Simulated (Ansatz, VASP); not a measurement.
# Cross-check of TiW7 (random alloy of the bcc W-Ti line, x = 0.125) between VASP and Ansatz, part 2 of 2

Aim: how closely do two programs agree when they are given the same cell, functional and k mesh? The cell is taken from a series of runs on this material, whose earlier steps may have relaxed, scaled, displaced or heated it; both programs get it as it stands.

VASP 6.6.1 and Ansatz 0.2.0.

So far. Step 2 (VASP: single point, PBE): The run ends at a pressure of -6.29 GPa, with forces up to 1.2 eV/Å.

## 3. Ansatz: single point, PBE

Level of this step: Ansatz beside VASP: Kohn-Sham DFT, plane waves, PBE (Ansatz).

Ansatz runs on its default PAW (the set named soft_2) files.

The same cell, functional, mesh and smearing now go to Ansatz, which takes its cutoff from its data sets.

Contents of input.yaml:

```yaml
crystal:
  lattice:
    - [12.7725, 0.0, 0.0]
    - [0.0, 12.7725, 0.0]
    - [0.0, 0.0, 6.38625]
  atoms:
    - { symbol: W, position: [0.00254, 0.99904, 0.99835] }
    - { symbol: W, position: [0.12332, 0.12636, 0.24279] }
    - { symbol: W, position: [0.00273, 0.99881, 0.501] }
    - { symbol: Ti, position: [0.12461, 0.12729, 0.74355] }
    - { symbol: W, position: [0.9995, 0.2494, 0.00355] }
    - { symbol: Ti, position: [0.12328, 0.37473, 0.24725] }
    - { symbol: W, position: [7.0e-05, 0.25091, 0.49655] }
    - { symbol: W, position: [0.12679, 0.37641, 0.75157] }
    - { symbol: W, position: [0.00141, 0.49893, 0.99962] }
    - { symbol: W, position: [0.12353, 0.62458, 0.25166] }
    - { symbol: W, position: [0.99892, 0.49938, 0.49785] }
    - { symbol: W, position: [0.12368, 0.62395, 0.74996] }
    - { symbol: Ti, position: [0.99825, 0.75037, 0.0052] }
    - { symbol: W, position: [0.12616, 0.8747, 0.24722] }
    - { symbol: W, position: [0.99883, 0.75265, 0.50016] }
    - { symbol: W, position: [0.124, 0.8753, 0.75658] }
    - { symbol: W, position: [0.25019, 0.00097, 0.00094] }
    - { symbol: W, position: [0.37445, 0.12321, 0.24891] }
    - { symbol: W, position: [0.24967, 0.00092, 0.50263] }
    - { symbol: W, position: [0.37646, 0.12545, 0.75277] }
    - { symbol: W, position: [0.24882, 0.25196, 0.00161] }
    - { symbol: W, position: [0.37453, 0.37576, 0.24976] }
    - { symbol: Ti, position: [0.25177, 0.25238, 0.50684] }
    - { symbol: W, position: [0.37281, 0.37274, 0.74842] }
    - { symbol: Ti, position: [0.25025, 0.50137, 0.00099] }
    - { symbol: W, position: [0.37183, 0.62452, 0.25259] }
    - { symbol: W, position: [0.25036, 0.50119, 0.4993] }
    - { symbol: W, position: [0.37469, 0.62529, 0.75128] }
    - { symbol: W, position: [0.25031, 0.75019, 0.9979] }
    - { symbol: Ti, position: [0.37559, 0.87519, 0.25354] }
    - { symbol: Ti, position: [0.25188, 0.75029, 0.49882] }
    - { symbol: W, position: [0.374, 0.87566, 0.75024] }
    - { symbol: W, position: [0.49946, 7.0e-05, 0.99806] }
    - { symbol: Ti, position: [0.62609, 0.1243, 0.25383] }
    - { symbol: W, position: [0.50063, 0.00093, 0.49657] }
    - { symbol: W, position: [0.62527, 0.12616, 0.74701] }
    - { symbol: W, position: [0.49958, 0.25005, 0.9957] }
    - { symbol: W, position: [0.62549, 0.37632, 0.24731] }
    - { symbol: W, position: [0.50055, 0.24795, 0.49988] }
    - { symbol: W, position: [0.62247, 0.37676, 0.75128] }
    - { symbol: W, position: [0.49996, 0.49879, 0.00399] }
    - { symbol: W, position: [0.62808, 0.62209, 0.25387] }
    - { symbol: W, position: [0.50255, 0.50053, 0.49624] }
    - { symbol: W, position: [0.62635, 0.62472, 0.74811] }
    - { symbol: W, position: [0.49807, 0.75086, 0.00248] }
    - { symbol: W, position: [0.62402, 0.87582, 0.24642] }
    - { symbol: W, position: [0.50126, 0.75007, 0.49942] }
    - { symbol: W, position: [0.62484, 0.87636, 0.75235] }
    - { symbol: W, position: [0.75083, 0.00022, 0.00024] }
    - { symbol: W, position: [0.87597, 0.12536, 0.25214] }
    - { symbol: W, position: [0.74951, 0.99619, 0.50325] }
    - { symbol: W, position: [0.87842, 0.12569, 0.74969] }
    - { symbol: W, position: [0.74979, 0.24981, 5.0e-05] }
    - { symbol: W, position: [0.87324, 0.37419, 0.24688] }
    - { symbol: W, position: [0.75039, 0.24954, 0.50155] }
    - { symbol: W, position: [0.87473, 0.37654, 0.75067] }
    - { symbol: W, position: [0.75343, 0.49703, 0.99797] }
    - { symbol: W, position: [0.87641, 0.62896, 0.24922] }
    - { symbol: W, position: [0.75007, 0.49965, 0.50417] }
    - { symbol: W, position: [0.87455, 0.62606, 0.749] }
    - { symbol: W, position: [0.74801, 0.75049, 0.00158] }
    - { symbol: W, position: [0.87703, 0.87483, 0.24807] }
    - { symbol: W, position: [0.75088, 0.75038, 0.50088] }
    - { symbol: W, position: [0.87489, 0.87682, 0.75116] }
kpoints:
  mp_grid: { grid: [2, 2, 3] }
hamiltonian:
  xc: pbe
scf:
  occupations: { method: fermi_dirac, width: 0.1 }
output:
  forces: true
```

Run with:

```bash
> ansatz run input.yaml --threads 6 --pin off --max-ram 102400MiB --backend cuda --events-out ev --progress --plain --runs-dir out
```

Numbers of over 12 decimals in the logs are rounded to 6 here.

Output:

```text
Engine: ansatz 0.2.0, x86_64-unknown-linux-gnu
Pseudopotentials: kind: paw
Pseudopotential: W, paw, valence charge 14, recommended cutoff 420 eV (normal), W.paw.azcp
Pseudopotential: Ti, paw, valence charge 12, recommended cutoff 420 eV (normal), Ti.paw.azcp
Functional definition: PBE
  parameter kappa = 0.804
  parameter beta = 0.066725
  exchange = pbe_x(kappa = kappa, mu = beta*pi^2/3)
  correlation = pbe_c(beta = beta)
concurrent solve slots: 4 of 6 are kept, ahead of what memory takes: no pass of the eigensolver takes more rounds on 4
device memory: the entry about to start is reckoned to put 18.7 GiB on a device that reports 71.3 GiB free
GPU FFT provider: cuFFT
GPU libraries: cuBLAS 13.8.2, cuFFT 12.4.0, cuSOLVER 12.3.4
Crystal: 64 atoms, lattice volume = 1041.832 Å³
Basis set: ecut = 420 eV, 20309 PW (Γ), exchange–correlation on 180×180×90 points (8 copies of the dense FFT grid, shifted against one another)
Bands: 528, of which v1, the nominal top of the filled ones, is band 440 counted from 1 (439 counted from 0)
Symmetry: 1 space group operations
Space group: P1 (ITA 1), of the structure as read, at distance tolerance 1.0e-4 Å
k-points: 8 of 12 (time reversal used)
Non-local potential: W, projectors of the file, l = 0: 3, l = 1: 2, l = 2: 2, l = 3: 1
Non-local potential: Ti, projectors of the file, l = 0: 3, l = 1: 2, l = 2: 3, l = 3: 1
PAW form: soft (Blöchl's): semilocal exchange-correlation on the pseudo side does not see the compensation charge
PAW one-centre angular grid: W, 590 points (default); XC on 64 Gauss nodes
PAW one-centre angular grid: Ti, 590 points (default); XC on 64 Gauss nodes
Initial density: superposition of atomic densities (neutral atoms: chi_scale 0, normalization atom), corrected by the library's trained network
Initial wavefunctions: pseudopotential atomic-orbital guess
GPU buffer pool allocated for 364500 grid points (all kernels)
GPU transforms: local potential and band sums: pruned to the plane-wave sphere, on 90×90×45
Functional: x = pbe(κ = 0.804, μ = 0.219515), c = pbe(β = 0.066725)
SCF iter   1: F=—  HF=-601551.552808 eV  |F-HF|=—  |Δ(HF+E_count)|=         —  Δρ=4.88e-3  dr2=3.81e0  ethr=1.77e-3  ⟨swp⟩=4.1  Hψ=15382  notcnv=0
preconditioner: auto → Kerker (q_TF=auto, 2.653 Å⁻¹)  [metal: Δε(μ)=0.020 eV  Ē_g=4.726 eV  σ=0.100 eV  W_gap=0.05  n_scr=348 (ndim 8)  ℏωp=22.1 eV  f_vac=0.000  D(μ)=27.04/eV (n_scr^D=168)]
SCF iter   2: F=—  HF=-601551.456431 eV  |F-HF|=—  |Δ(HF+E_count)|=   9.64e-2  Δρ=2.83e-3  dr2=1.56e0  ethr=4.33e-4  ⟨swp⟩=1.0  Hψ=4864  notcnv=0
SCF iter   3: F=—  HF=-601551.400899 eV  |F-HF|=—  |Δ(HF+E_count)|=   5.55e-2  Δρ=4.71e-4  dr2=2.09e-2  ethr=1.78e-4  ⟨swp⟩=1.0  Hψ=4215  notcnv=0
SCF iter   4: F=—  HF=-601551.396267 eV  |F-HF|=—  |Δ(HF+E_count)|=   4.63e-3  Δρ=1.29e-4  dr2=6.18e-4  ethr=2.37e-6  ⟨swp⟩=1.9  Hψ=4510  notcnv=0
SCF iter   5: F=—  HF=-601551.394801 eV  |F-HF|=—  |Δ(HF+E_count)|=   1.47e-3  Δρ=3.75e-5  dr2=2.24e-5  ethr=7.02e-8  ⟨swp⟩=2.0  Hψ=5765  notcnv=0
SCF iter   6: F=—  HF=-601551.400754 eV  |F-HF|=—  |Δ(HF+E_count)|=   5.95e-3  Δρ=6.86e-6  dr2=9.98e-7  ethr=2.55e-9  ⟨swp⟩=2.0  Hψ=6845  notcnv=0
SCF iter   7: F=-601551.400754 eV  HF=-601551.400754 eV  |F-HF|=5.89e-8  |Δ(HF+E_count)|=   4.76e-8  Δρ=1.22e-6  dr2=6.57e-8  ethr=1.14e-11  ⟨swp⟩=4.1  Hψ=12834  notcnv=0
SCF 1 converged in 7 iterations: F = -601551.400754 eV  dr2 = 6.57e-8
  greatest PAW one-centre occupation: 1.000 electrons in one spin orbital (limit 2), on the W atom at site 28 (counted from 0), in its partial waves of l = 0
SCF converged after 7 iterations
Free energy (F): -601551.400754 eV
Harris-Foulkes:  -601551.400754 eV  (|F-HF|=5.89e-8)
Internal energy: -601550.460995 eV  (E = F + TS)
E sigma→0 (E₀):  -601550.930874 eV
Entropy (-TS):   -0.939759 eV (-14.684 meV/atom)
Fermi energy:    20.616835 eV
--- Per-component energies (eV) ---
  E_band       = -6330.861638
  E_kinetic    = 27323.289040
  E_local      = -41055.688364  (includes V_loc(G=0)·N_el)
  E_nonlocal   = 85.018704
  E_hartree    = 15000.217453
  E_xc         = -15712.263661
  E_vxc        = -14327.364895  (∫ρ·V_xc dr)
  E_paw        = -487872.906753  (= ΣΔE_a)
  E_vpaw       = -8356.543715  (= ΣTr[D̂ρ^β])
  E_aug_tail   = -0.002680  (compensation charges beyond the density's cutoff)
  E_ewald      = -99318.124735
  E_smearing   = -0.939759  (= −TS)
  E_closure    = -0.000000  (closes the sum)
  Σ components = -601551.400754   (vs F -601551.400754, Δ=0.00e0)
--- Forces (eV/Å), atoms counted from 1 ---
  atom   1  W     -0.42314814    -0.06986342     0.20909414
  atom   2  W      0.47096612    -0.08617781     0.62051910
  atom   3  W     -0.51887884     0.12830136    -0.22768661
  atom   4  Ti     0.15830988    -0.31686368     0.44306179
  atom   5  W     -0.12764912     0.15685212    -0.62608627
  atom   6  Ti     0.08724223     0.06183991     0.32460174
  atom   7  W     -0.05551933     0.00908969     0.42010212
  atom   8  W     -0.65858039    -0.40949161    -0.16089619
  atom   9  W     -0.06858346     0.83179086    -0.10690736
  atom  10  W      0.06871535    -0.13801771    -0.02556304
  atom  11  W      0.07866834     0.44244790     0.12785517
  atom  12  W      0.04892983     0.31337574    -0.03701859
  atom  13  Ti     0.26485729    -0.06610148    -0.52031342
  atom  14  W      0.16618969     0.33212855     0.41979212
  atom  15  W      0.65874208    -0.59654837     0.20766028
  atom  16  W      0.38071536     0.31317325    -0.71082300
  atom  17  W     -0.11241794    -0.06138873    -0.09810883
  atom  18  W      0.34897649     0.15903633     0.16614263
  atom  19  W     -0.06031986    -0.15461465    -0.24882567
  atom  20  W     -0.40548829    -0.22059476    -0.18505303
  atom  21  W      0.35324547    -0.06592203    -0.14895958
  atom  22  W      0.17272076    -0.41148597     0.04408186
  atom  23  Ti    -0.11533296    -0.25794712    -0.66572035
  atom  24  W      0.90923520     0.50165776     0.16296395
[...]
atom  57  W     -0.70846059     0.90654148     0.25299701
  atom  58  W     -0.56337398    -1.01323159     0.18819132
  atom  59  W      0.32781124     0.21158725    -0.47725840
  atom  60  W      0.05847029    -0.29049689     0.10080032
  atom  61  W      0.53160543    -0.19857696    -0.19092700
  atom  62  W     -0.45940499     0.55694504     0.31911851
  atom  63  W     -0.16014251    -0.04005433    -0.00772145
  atom  64  W     -0.26149793    -0.10070180    -0.04725384
  max |Σ_I F_I| component: 2.17e-5 eV/Å
```

The column dr2 measures how far the density is from self-consistency, as an energy; F and HF (Harris–Foulkes) agree once it is small.

## 4. Differences

Known differences besides the potentials themselves: the data sets hold 880 valence electrons in Ansatz (on its default PAW (the set named soft_2) files) and 432 in VASP; the cutoff is 420 eV in Ansatz and 520 eV in VASP (PREC = Accurate, projectors in real space). Total energies have different zeros and are not compared.

Forces on 10 of the 64 atoms, those with the largest forces and the largest differences (eV/Å; atoms numbered as in POSCAR):

```tsv
atom	Ansatz x, y, z	VASP x, y, z
W2	0.471, -0.086, 0.621	0.416, -0.095, 0.555
W12	0.659, -0.597, 0.208	0.627, -0.593, 0.192
W13	0.381, 0.313, -0.711	0.360, 0.385, -0.683
W20	0.909, 0.502, 0.163	0.947, 0.465, 0.171
W21	1.081, 0.418, -0.311	1.113, 0.405, -0.303
W31	-0.483, 0.779, -0.210	-0.500, 0.785, -0.156
W34	-0.440, 0.690, -0.521	-0.438, 0.667, -0.482
W43	0.609, 0.589, -0.318	0.622, 0.524, -0.271
W49	-0.708, 0.907, 0.253	-0.680, 0.859, 0.241
W50	-0.563, -1.013, 0.188	-0.586, -0.999, 0.227
```

The forces differ by 28 meV/Å r.m.s., which is 7.9 % of the r.m.s. force of 0.360 eV/Å (both taken over all components).

## 5. What came out

| Property | Result |
| --- | --- |
| r.m.s. force difference (single point, PBE) | 7.9 % of the r.m.s. force |

**Reading.** The r.m.s. force difference is 7.9 % of the r.m.s. force (single point, PBE), beyond the 3 % picked in this series as the mark of a large difference. The data sets hold unlike numbers of valence electrons (880 in Ansatz and 432 in VASP), so part of the differences may come from the potentials. What causes the difference of the single point, PBE pair stays open here. Such differences can come from data sets, numerical settings and the points named under the comparisons, not from the functional's error against experiment.

[Lines on the potential files, build, host, timing and source positions are cut from VASP's logs without a mark.]

[Logs are printed without paths, hosts, clocks, repeated set-up lines and the standing remarks that a program may print on its own settings, such as how far it seeks lower states.]

[Hosts, paths, dates, database ids (printed as entryN), source tags and the programs' standing remarks are cut or masked in the printed files.]
